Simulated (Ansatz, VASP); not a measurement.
**Two plane-wave programs on TaMo4**

```
CELL_PARAMETERS angstrom
4.62835 0.00000 0.00000
0.00000 4.62835 0.00000
0.00000 0.00000 4.62835
ATOMIC_POSITIONS crystal
Ta 0.00000 0.00000 0.00000
Mo 0.30938 0.30938 0.30938
Mo 0.69062 0.69062 0.30938
Mo 0.30938 0.69062 0.69062
Mo 0.69062 0.30938 0.69062
```

Change from the starting cell: species swapped into the SnI4 type (P-43m, No. 215).

Alike in both runs: functional PBE; k mesh 8 × 8 × 8; occupations gaussian, width 0.1 eV; no spin polarisation.

Ansatz relaxed the structure, and its values are those at the end. VASP's run is a single point on that final structure, the one shown.

|  | VASP | Ansatz |
| --- | --- | --- |
| version | VASP 6.6.1 | Ansatz 0.2.0 |
| potentials or method | VASP PAW PBE potentials, release 64 (Ta_pv, Mo_sv) | scalar-relativistic, plane waves, PAW |
| plane-wave cutoff (eV) | 520 | 420 |
| valence electrons in the cell | 67 | 69 |

Ansatz gave:

```
gap on the k mesh at the Fermi level (eV) : none
pressure (GPa)                            : 0.0
rms of the force components (eV/Å)        : 0.004
```

Estimate VASP's values.

gap on the k mesh at the Fermi level (eV): none; pressure (GPa): 0.4; rms of the force components (eV/Å): 0.019.

A gap of «none» marks a metal or a gap that the smearing closes. With one functional, cell and mesh, what is left measures potentials, basis and numerics. The two sets of potentials don't hold the same shells in valence.

The runs have no spin-orbit coupling, so splittings on Ta are missing.
